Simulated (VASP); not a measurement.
H20SO12, 33 atoms in the cell. The cell holds a amorphous, 33 atoms: a = 7.205 Å, b = 7.205 Å, c = 7.205 Å, α = 90.00°, β = 90.00°, γ = 90.00°. The cell was built by a generator and needn't be a form met in nature.

| Item | Value |
| --- | --- |
| Program | VASP 6.6.1 |
| Task | single point |
| Functional | PBE |
| Potentials or basis | VASP PAW PBE potentials, release 64 (O, H, S) |
| Cutoff | 520 eV |
| k mesh | 1 × 1 × 1 |
| Occupations | fermi-dirac, width 0.05 eV |
| Spin | no spin polarisation |
| Dipole correction | no |
| Further INCAR settings | LREAL = Auto; ALGO = Normal; EDIFF = 1e-06; NBANDS = 71 |

Potentials or basis: VASP PAW PBE potentials, release 64 (O, H, S).

The run is started by

```sh
$ cat potpaw_PBE.64/O/POTCAR potpaw_PBE.64/H/POTCAR potpaw_PBE.64/S/POTCAR > POTCAR
$ mpirun -np 1 vasp_gam > vasp.out
```

Hardware: 1 thread of AMD EPYC 7R13 Processor (Zen 3), on a shared host.

Question: Estimate the wall time of this run.

Answer: Run time: 48 s on 1 thread of AMD EPYC 7R13 Processor (Zen 3), with other jobs on the host, peak memory 0.34 GiB. Counts: scf iterations 16, k points 1.
